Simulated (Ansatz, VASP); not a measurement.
# Zr23Si7O60 (glassy 77ZrO2-23SiO2 (mol %)): VASP beside Ansatz, part 3 of 4

One calculation is typed for both programs; each brings its own data sets. How far apart do they land? The cell is taken from a series of runs on this material, whose earlier steps may have relaxed, scaled, displaced or heated it; both programs get it as it stands.

VASP 6.6.1 and Ansatz 0.2.0.

So far. Step 5 (VASP: single point, PBEsol, pair 2): The run ends at a pressure of -1.26 GPa, with forces up to 0.10 eV/Å.

## 6. Ansatz: single point, PBEsol, pair 2

Level of this step: Ansatz beside VASP: Kohn-Sham DFT, plane waves, PBEsol (Ansatz).

The same cell, functional and mesh now go to Ansatz, which takes its cutoff from its data sets.

The cell is taken from a series of runs on this material, whose earlier steps may have relaxed, scaled, displaced or heated it; both programs get it as it stands.

Contents of input.yaml:

```yaml
crystal:
  lattice:
    - [10.55091, 0.0, 0.0]
    - [0.0, 10.55091, 0.0]
    - [0.0, 0.0, 10.55091]
  atoms:
    - { symbol: Zr, position: [0.12827, 0.67933, 0.19418] }
    - { symbol: Zr, position: [0.9727, 0.20195, 0.32116] }
    - { symbol: Zr, position: [0.27598, 0.51626, 0.49668] }
    - { symbol: Zr, position: [0.43034, 0.66429, 0.27531] }
    - { symbol: Zr, position: [0.07795, 0.9955, 0.10842] }
    - { symbol: Zr, position: [0.6413, 0.58781, 0.51954] }
    - { symbol: Zr, position: [0.38699, 0.62901, 0.75967] }
    - { symbol: Zr, position: [0.93211, 0.3531, 0.61608] }
    - { symbol: Zr, position: [0.92281, 0.69269, 0.61528] }
    - { symbol: Zr, position: [0.93854, 0.74901, 0.94862] }
    - { symbol: Zr, position: [0.66289, 0.81532, 0.74244] }
    - { symbol: Zr, position: [0.3529, 0.42502, 0.06428] }
    - { symbol: Zr, position: [0.38729, 0.84946, 0.99426] }
    - { symbol: Zr, position: [0.46061, 0.93119, 0.50805] }
    - { symbol: Zr, position: [0.78218, 0.03783, 0.55524] }
    - { symbol: Zr, position: [0.19252, 0.85972, 0.68563] }
    - { symbol: Zr, position: [0.81791, 0.60244, 0.27273] }
    - { symbol: Zr, position: [0.46197, 0.10293, 0.75938] }
    - { symbol: Zr, position: [0.05144, 0.40465, 0.04121] }
    - { symbol: Zr, position: [0.60226, 0.61419, 0.99898] }
    - { symbol: Zr, position: [0.98013, 0.13014, 0.83643] }
    - { symbol: Zr, position: [0.76759, 0.34463, 0.0326] }
    - { symbol: Zr, position: [0.64993, 0.86239, 0.25558] }
    - { symbol: Si, position: [0.41329, 0.22252, 0.4349] }
    - { symbol: Si, position: [0.22117, 0.33333, 0.77606] }
    - { symbol: Si, position: [0.0932, 0.92088, 0.43028] }
    - { symbol: Si, position: [0.62831, 0.39947, 0.74397] }
    - { symbol: Si, position: [0.68394, 0.3042, 0.33971] }
    - { symbol: Si, position: [0.2993, 0.12772, 0.19455] }
    - { symbol: Si, position: [0.80707, 0.04001, 0.06265] }
    - { symbol: O, position: [0.74291, 0.65365, 0.68493] }
    - { symbol: O, position: [0.98075, 0.03269, 0.44137] }
    - { symbol: O, position: [0.0156, 0.32028, 0.45468] }
    - { symbol: O, position: [0.79585, 0.15903, 0.96427] }
    - { symbol: O, position: [0.62087, 0.99929, 0.67075] }
    - { symbol: O, position: [0.86301, 0.16684, 0.6757] }
    - { symbol: O, position: [0.30892, 0.71741, 0.12686] }
    - { symbol: O, position: [0.51865, 0.73992, 0.85846] }
    - { symbol: O, position: [0.45209, 0.5532, 0.44857] }
    - { symbol: O, position: [0.93083, 0.32982, 0.17169] }
    - { symbol: O, position: [0.44056, 0.12567, 0.55183] }
    - { symbol: O, position: [0.2849, 0.99627, 0.11016] }
    - { symbol: O, position: [0.62509, 0.67582, 0.33079] }
    - { symbol: O, position: [0.38548, 0.11624, 0.32209] }
    - { symbol: O, position: [0.01726, 0.74433, 0.78364] }
    - { symbol: O, position: [0.00711, 0.59249, 0.04033] }
    - { symbol: O, position: [0.27354, 0.68082, 0.6149] }
    - { symbol: O, position: [0.81286, 0.77965, 0.20131] }
    - { symbol: O, position: [0.0043, 0.52326, 0.62359] }
    - { symbol: O, position: [0.54513, 0.76134, 0.59216] }
    - { symbol: O, position: [0.42867, 0.52815, 0.92044] }
    - { symbol: O, position: [0.07892, 0.28167, 0.73314] }
    - { symbol: O, position: [0.66438, 0.44278, 0.89148] }
    - { symbol: O, position: [0.90711, 0.95402, 0.97227] }
    - { symbol: O, position: [0.20705, 0.38954, 0.92181] }
    - { symbol: O, position: [0.82873, 0.88164, 0.64543] }
    - { symbol: O, position: [0.46937, 0.9984, 0.91623] }
    - { symbol: O, position: [0.53879, 0.76917, 0.10767] }
    - { symbol: O, position: [0.30541, 0.32966, 0.45089] }
    - { symbol: O, position: [0.72785, 0.44865, 0.37655] }
    - { symbol: O, position: [0.3118, 0.21189, 0.78209] }
    - { symbol: O, position: [0.74306, 0.40953, 0.63772] }
    - { symbol: O, position: [0.99917, 0.59139, 0.29824] }
    - { symbol: O, position: [0.07776, 0.15495, 0.99524] }
    - { symbol: O, position: [0.35369, 0.24414, 0.11244] }
    - { symbol: O, position: [0.09151, 0.81745, 0.04954] }
    - { symbol: O, position: [0.14839, 0.14319, 0.2429] }
    - { symbol: O, position: [0.2006, 0.47963, 0.15255] }
    - { symbol: O, position: [0.65233, 0.96484, 0.42311] }
    - { symbol: O, position: [0.4921, 0.5211, 0.15287] }
    - { symbol: O, position: [0.24634, 0.63331, 0.35013] }
    - { symbol: O, position: [0.09742, 0.87197, 0.28285] }
    - { symbol: O, position: [0.27368, 0.45392, 0.69386] }
    - { symbol: O, position: [0.78708, 0.20234, 0.40453] }
    - { symbol: O, position: [0.67539, 0.98994, 0.11545] }
    - { symbol: O, position: [0.74896, 0.73905, 0.91818] }
    - { symbol: O, position: [0.90565, 0.06399, 0.18328] }
    - { symbol: O, position: [0.74754, 0.5301, 0.10015] }
    - { symbol: O, position: [0.57466, 0.25804, 0.75909] }
    - { symbol: O, position: [0.67753, 0.27992, 0.18782] }
    - { symbol: O, position: [0.05305, 0.80994, 0.53356] }
    - { symbol: O, position: [0.81438, 0.66093, 0.4618] }
    - { symbol: O, position: [0.54727, 0.29039, 0.40606] }
    - { symbol: O, position: [0.45209, 0.84744, 0.33625] }
    - { symbol: O, position: [0.28006, 0.773, 0.85181] }
    - { symbol: O, position: [0.92062, 0.36549, 0.91333] }
    - { symbol: O, position: [0.23259, 0.94711, 0.49517] }
    - { symbol: O, position: [0.5336, 0.5096, 0.68419] }
    - { symbol: O, position: [0.37234, 0.93397, 0.68466] }
    - { symbol: O, position: [0.08865, 0.99844, 0.76578] }
kpoints:
  mp_grid: { grid: [1, 1, 1] }
hamiltonian:
  xc: pbesol
  pseudopotentials: { kind: paw, azcp: { folder: soft_1 }, xc_functional: pbe }
scf:
  occupations: { method: fixed }
output:
  forces: true
  stress: true
  populations: true
  dos:
    method: { smearing: { sigma: 0.1 } }
    de: 0.1
    projected: { site_lists: { O: [O], Si: [Si], Zr: [Zr] } }
  eigenvalues: true
  write_density: true
  write_potential: true
  volumetric_format: npy
  elf: true
```

On the command line:

```
ansatz run input.yaml --threads 4 --pin off --max-ram 8192MiB --backend cpu --events-out ev --progress --plain --runs-dir out
```

Numbers of over 12 decimals in the logs are rounded to 6 here.

Output:

```text
[...]
Crystal: 90 atoms, lattice volume = 1174.545 Å³
Basis set: ecut = 420 eV, 22983 PW (Γ), exchange–correlation on 144×144×144 points (8 copies of the dense FFT grid, shifted against one another)
Bands: 422, of which v1, the nominal top of the filled ones, is band 332 counted from 1 (331 counted from 0)
Symmetry: 1 space group operations
[...]
k-points: 1
[...]
P = ⅓ Tr σ = -1.5571 GPa (-15.571 kbar)
--- Band table (eV) ---
  k-point 0: bands = [... 328 lower, 6.9694, 7.0983, 7.1393, 7.2781, 11.0357, 11.1484, 11.1609, 11.2247, ... 86 higher]
--- Löwdin populations: 90 sites ---
  site symbol       q [e]
     0     Zr     10.5695
     1     Zr     10.4977
     2     Zr     10.4746
     3     Zr     10.6128
     4     Zr     10.5567
     5     Zr     10.5178
     6     Zr     10.5389
     7     Zr     10.5204
[...]
86      O      6.7373
    87      O      6.7189
    88      O      6.6507
    89      O      6.6139
  spilling = 0.005968 (of n_electrons = 664.000000)
```

## 7. Comparison

What differs besides the data sets and the points named for the pairs above, as far as they apply: the cutoff is 420 eV in Ansatz and 600 eV in VASP (PREC = Accurate, projectors in real space). Total energies have different zeros and are not compared.

Both answers:

```csv
quantity,Ansatz,VASP,difference
pressure (GPa),-1.56,-1.26,-0.30
gap on the k mesh (eV),3.758,3.744,+0.014
```

Forces on 7 of the 90 atoms, those with the largest forces and the largest differences (eV/Å; atoms numbered as in POSCAR):

```csv
atom,"Ansatz x, y, z","VASP x, y, z"
Zr3,"0.001, 0.008, 0.004","-0.086, -0.030, 0.048"
Zr8,"-0.008, 0.001, -0.007","-0.061, -0.045, 0.048"
Zr11,"0.002, 0.004, 0.000","-0.014, 0.059, 0.064"
Zr15,"-0.004, 0.000, -0.007","-0.001, 0.062, -0.057"
Zr21,"-0.006, 0.004, 0.004","-0.092, 0.043, -0.026"
O86,"-0.001, 0.003, -0.004","-0.014, -0.009, -0.085"
O87,"-0.005, -0.003, -0.002","0.089, 0.018, 0.019"
```

The forces differ by 31 meV/Å r.m.s., where the r.m.s. force is 0.004 eV/Å in Ansatz and 0.030 eV/Å in VASP: the atoms lie near their places of rest in Ansatz, so a percentage would say little (all taken over all components). A gap on the mesh is an upper bound, since the band edges may lie between its points.

## 8. Ansatz: single point, PBEsol, pair 3

A single point gives forces, pressure and levels at one fixed geometry, so differences don't come from the geometry; what else differs is listed under the comparison.

The cell is taken from a series of runs on this material, whose earlier steps may have relaxed, scaled, displaced or heated it; both programs get it as it stands.

Contents of input.yaml:

```yaml
crystal:
  lattice:
    - [10.55091, 0.0, 0.0]
    - [0.0, 10.55091, 0.0]
    - [0.0, 0.0, 10.55091]
  atoms:
    - { symbol: Zr, position: [0.1266, 0.67675, 0.19102] }
    - { symbol: Zr, position: [0.97277, 0.20208, 0.32396] }
    - { symbol: Zr, position: [0.27578, 0.51597, 0.496] }
    - { symbol: Zr, position: [0.4288, 0.66424, 0.27462] }
    - { symbol: Zr, position: [0.07718, 0.99399, 0.11148] }
    - { symbol: Zr, position: [0.6416, 0.58546, 0.51906] }
    - { symbol: Zr, position: [0.3895, 0.63191, 0.75488] }
    - { symbol: Zr, position: [0.93498, 0.35191, 0.62355] }
    - { symbol: Zr, position: [0.92295, 0.69169, 0.61515] }
    - { symbol: Zr, position: [0.93771, 0.75229, 0.94697] }
    - { symbol: Zr, position: [0.66365, 0.81473, 0.74323] }
    - { symbol: Zr, position: [0.34632, 0.42513, 0.05903] }
    - { symbol: Zr, position: [0.38649, 0.84991, 0.99396] }
    - { symbol: Zr, position: [0.45878, 0.93076, 0.51125] }
    - { symbol: Zr, position: [0.78518, 0.03667, 0.55422] }
    - { symbol: Zr, position: [0.18881, 0.86424, 0.6894] }
    - { symbol: Zr, position: [0.81587, 0.60457, 0.27226] }
    - { symbol: Zr, position: [0.46644, 0.10357, 0.7614] }
    - { symbol: Zr, position: [0.04336, 0.4045, 0.0356] }
    - { symbol: Zr, position: [0.59891, 0.61309, 0.99917] }
    - { symbol: Zr, position: [0.97664, 0.13807, 0.84315] }
    - { symbol: Zr, position: [0.77595, 0.35038, 0.02991] }
    - { symbol: Zr, position: [0.64726, 0.8633, 0.25754] }
    - { symbol: Si, position: [0.41508, 0.22256, 0.43419] }
    - { symbol: Si, position: [0.2248, 0.33368, 0.77312] }
    - { symbol: Si, position: [0.0931, 0.91936, 0.43108] }
    - { symbol: Si, position: [0.63176, 0.40062, 0.7442] }
    - { symbol: Si, position: [0.68501, 0.30458, 0.3366] }
    - { symbol: Si, position: [0.2981, 0.12729, 0.19573] }
    - { symbol: Si, position: [0.80632, 0.04073, 0.06707] }
    - { symbol: O, position: [0.74274, 0.65278, 0.68474] }
    - { symbol: O, position: [0.97885, 0.0293, 0.44369] }
    - { symbol: O, position: [0.01386, 0.31962, 0.45939] }
    - { symbol: O, position: [0.79754, 0.15779, 0.9673] }
    - { symbol: O, position: [0.62153, 0.99802, 0.67199] }
    - { symbol: O, position: [0.86318, 0.16411, 0.67465] }
    - { symbol: O, position: [0.30781, 0.72066, 0.12723] }
    - { symbol: O, position: [0.51793, 0.7414, 0.85945] }
    - { symbol: O, position: [0.45169, 0.55294, 0.44805] }
    - { symbol: O, position: [0.93821, 0.32237, 0.17382] }
    - { symbol: O, position: [0.4423, 0.12667, 0.55214] }
    - { symbol: O, position: [0.28547, 0.9961, 0.11084] }
    - { symbol: O, position: [0.62325, 0.67556, 0.33149] }
    - { symbol: O, position: [0.38746, 0.11633, 0.32134] }
    - { symbol: O, position: [0.01782, 0.74594, 0.7824] }
    - { symbol: O, position: [0.00048, 0.59423, 0.03622] }
    - { symbol: O, position: [0.27374, 0.68147, 0.61301] }
    - { symbol: O, position: [0.81142, 0.78321, 0.20547] }
    - { symbol: O, position: [0.00579, 0.52358, 0.6263] }
    - { symbol: O, position: [0.54076, 0.75838, 0.59691] }
    - { symbol: O, position: [0.42867, 0.52764, 0.91673] }
    - { symbol: O, position: [0.08852, 0.27487, 0.72481] }
    - { symbol: O, position: [0.67096, 0.45007, 0.88841] }
    - { symbol: O, position: [0.90635, 0.95386, 0.97684] }
    - { symbol: O, position: [0.20361, 0.39361, 0.91569] }
    - { symbol: O, position: [0.82876, 0.87987, 0.64516] }
    - { symbol: O, position: [0.47085, 0.99937, 0.91806] }
    - { symbol: O, position: [0.53766, 0.76979, 0.10866] }
    - { symbol: O, position: [0.30631, 0.329, 0.44951] }
    - { symbol: O, position: [0.72789, 0.44926, 0.37623] }
    - { symbol: O, position: [0.32028, 0.21645, 0.78665] }
    - { symbol: O, position: [0.74516, 0.4097, 0.63665] }
    - { symbol: O, position: [0.99724, 0.59201, 0.29701] }
    - { symbol: O, position: [0.08056, 0.15175, 0.99901] }
    - { symbol: O, position: [0.34817, 0.24602, 0.11403] }
    - { symbol: O, position: [0.09174, 0.81686, 0.0492] }
    - { symbol: O, position: [0.14869, 0.13816, 0.24806] }
    - { symbol: O, position: [0.19513, 0.48397, 0.14613] }
    - { symbol: O, position: [0.65039, 0.96385, 0.42545] }
    - { symbol: O, position: [0.48531, 0.52147, 0.15027] }
    - { symbol: O, position: [0.2451, 0.63057, 0.3476] }
    - { symbol: O, position: [0.09724, 0.86995, 0.28401] }
    - { symbol: O, position: [0.27734, 0.4541, 0.69034] }
    - { symbol: O, position: [0.78616, 0.20128, 0.40294] }
    - { symbol: O, position: [0.67373, 0.99192, 0.11911] }
    - { symbol: O, position: [0.7481, 0.74158, 0.91744] }
    - { symbol: O, position: [0.90549, 0.06208, 0.18742] }
    - { symbol: O, position: [0.74193, 0.53421, 0.10292] }
    - { symbol: O, position: [0.5807, 0.25857, 0.76242] }
    - { symbol: O, position: [0.68052, 0.28207, 0.18547] }
    - { symbol: O, position: [0.05371, 0.80855, 0.53444] }
    - { symbol: O, position: [0.81359, 0.66164, 0.46202] }
    - { symbol: O, position: [0.54826, 0.29123, 0.4041] }
    - { symbol: O, position: [0.44999, 0.84672, 0.33935] }
    - { symbol: O, position: [0.27993, 0.77321, 0.85102] }
    - { symbol: O, position: [0.92593, 0.34141, 0.8912] }
    - { symbol: O, position: [0.23185, 0.94803, 0.49609] }
    - { symbol: O, position: [0.53487, 0.50769, 0.68233] }
    - { symbol: O, position: [0.37104, 0.93729, 0.68693] }
    - { symbol: O, position: [0.0889, 0.00153, 0.76758] }
kpoints:
  mp_grid: { grid: [1, 1, 1] }
hamiltonian:
  xc: pbesol
  pseudopotentials: { kind: paw, azcp: { folder: soft_1 }, xc_functional: pbe }
scf:
  occupations: { method: fixed }
output:
  forces: true
  stress: true
  populations: true
  dos:
    method: { smearing: { sigma: 0.1 } }
    de: 0.1
    projected: { site_lists: { O: [O], Si: [Si], Zr: [Zr] } }
  eigenvalues: true
```

Output:

```text
[...]
Crystal: 90 atoms, lattice volume = 1174.545 Å³
Basis set: ecut = 420 eV, 22983 PW (Γ), exchange–correlation on 144×144×144 points (8 copies of the dense FFT grid, shifted against one another)
Bands: 422, of which v1, the nominal top of the filled ones, is band 332 counted from 1 (331 counted from 0)
Symmetry: 1 space group operations
[...]
k-points: 1
[...]
P = ⅓ Tr σ = -1.7212 GPa (-17.212 kbar)
--- Band table (eV) ---
  k-point 0: bands = [... 328 lower, 7.0919, 7.1307, 7.1606, 7.4430, 9.6154, 10.6812, 10.9432, 11.1634, ... 86 higher]
--- Löwdin populations: 90 sites ---
  site symbol       q [e]
     0     Zr     10.5710
     1     Zr     10.4949
     2     Zr     10.4830
     3     Zr     10.6104
     4     Zr     10.5560
     5     Zr     10.5140
     6     Zr     10.5440
     7     Zr     10.5309
[...]
86      O      6.7385
    87      O      6.7159
    88      O      6.6543
    89      O      6.6291
  spilling = 0.005979 (of n_electrons = 664.000000)
```

[end of part 3 of 4]

[Lines on the potential files, build, host, timing and source positions are cut from VASP's logs without a mark.]

[Logs are printed without paths, hosts, clocks, repeated set-up lines and the standing remarks that a program may print on its own settings, such as how far it seeks lower states.]

[Hosts, paths, dates, database ids (printed as entryN), source tags and the programs' standing remarks are cut or masked in the printed files.]
